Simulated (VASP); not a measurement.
Input for VASP

File KPOINTS:
```
Automatic mesh
0
Gamma
7 7 6
0 0 0
```

### INCAR
```
SYSTEM = CoSi2
PREC = Accurate; ENCUT = 300; LREAL = .FALSE.
LASPH = .TRUE.
EDIFF = 1E-6; NELM = 100; ALGO = Normal
LMAXMIX = 4
ISMEAR = -1; SIGMA = 0.1
MAGMOM = 3.0 0.0 0.0
ISPIN = 2
ISIF = 2
LWAVE = .FALSE.; LCHARG = .FALSE.; LORBIT = 11
```

### POSCAR
```
CoSi2
1
    4.1970350000     0.0000000000     0.0000000000
   -2.0985170000     3.6347390000     0.0000000000
    0.0000000000     0.0000000000     4.5443900000
Co Si
1 2
Direct
  0.0000000000   0.0000000000   0.0000000000
  0.3333330000   0.6666670000   0.5000000000
  0.6666670000   0.3333330000   0.5000000000
```

POTCAR, in this order: Co Si (LDA.64 set). Program: vasp_std.

Q: Write an equivalent input for Quantum ESPRESSO's pw.x.

A: One equivalent input (not run):
```
&CONTROL
  calculation = 'scf'
  pseudo_dir = './pseudo'
  outdir = './out'
  tprnfor = .true.
  tstress = .true.
/
&SYSTEM
  ibrav = 0
  nat = 3
  ntyp = 2
  ecutwfc = 96
  occupations = 'smearing'
  smearing = 'fermi-dirac'
  degauss = 0.00735
  input_dft = 'pz'
  nspin = 2
  starting_magnetization(1) = 0.3
/
&ELECTRONS
  conv_thr = 7.3e-08
  electron_maxstep = 100
/
ATOMIC_SPECIES
  Co 58.933 Co.upf
  Si 28.085 Si.upf
CELL_PARAMETERS angstrom
     4.1970350    0.0000000    0.0000000
    -2.0985170    3.6347390    0.0000000
     0.0000000    0.0000000    4.5443900
ATOMIC_POSITIONS crystal
  Co   0.0000000  0.0000000  0.0000000
  Si   0.3333330  0.6666670  0.5000000
  Si   0.6666670  0.3333330  0.5000000
K_POINTS automatic
  7 7 6 0 0 0
```
What does not carry over: the potentials are each code's own (VASP's PAW set, PseudoDojo norm-conserving files in pw.x), so ENCUT and ecutwfc are chosen apart and not converted; conv_thr bounds pw.x's estimated SCF error, while EDIFF bounds the energy change between steps; starting_magnetization is a fraction of the valence charge and MAGMOM a moment in μB, so they match only roughly.

The structure was generated: CoSi2 was put into an ordered model structure, which need not be its known phase. The cell was not relaxed at this level. The run is one of a series of settings (GGA removed, POTCAR Co Si (LDA.64 set) against the base run), some of them coarse on purpose.
